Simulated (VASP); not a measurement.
Given:

```xyz
1
Lattice="3.3757 0.0000 0.0000 0.0000 3.3757 0.0000 0.0000 0.0000 3.3757" Properties=species:S:1:pos:R:3 pbc="T T T"
Ce     0.0000     0.0000     0.0000
```
Starting moments (μB, in the order of the record's atoms Ce): 1.0.

Method: PBE GGA, VASP's PBE PAW potentials (set 64) (plane waves; VASP 6.6.1). Settings: 300 eV cut-off, 13×13×13 Γ-centred mesh, Fermi-Dirac smearing of 0.10 eV, potentials Ce.

At this cut-off the stress carries a Pulay error, which pulls relaxed volumes low. Energy and stress use the plane-wave basis of the starting cell.

Q: The ions, cell shape and volume are relaxed. Which structure does the run end with?

A: 
```xyz
1
Lattice="2.9249 0.0000 0.0000 0.0000 2.9249 0.0000 0.0000 0.0000 2.9249" Properties=species:S:1:pos:R:3 pbc="T T T"
Ce     0.0000     0.0000     0.0000
```
Space group Pm-3m (221), at a tolerance of 0.03 Å. The cell ends with 0.00 μB, on the sites 0.00 μB.

Q: How do energy and volume change from the first to the last step?

A: The energy (σ→0) changes by -422.3 meV/atom and the volume by -35.0 %, in 12 ionic steps.

The structure was generated: Ce was put into an ordered model structure, which need not be its known phase. This run relaxes it. Symmetry was kept, so distortions that lower it aren't found. The run is one of a series of settings (EDIFFG = -0.01, IBRION = 2, ISIF = 3, NSW = 50 against the base run), some of them coarse on purpose. VASP warned that the highest band is occupied, so more bands are needed.
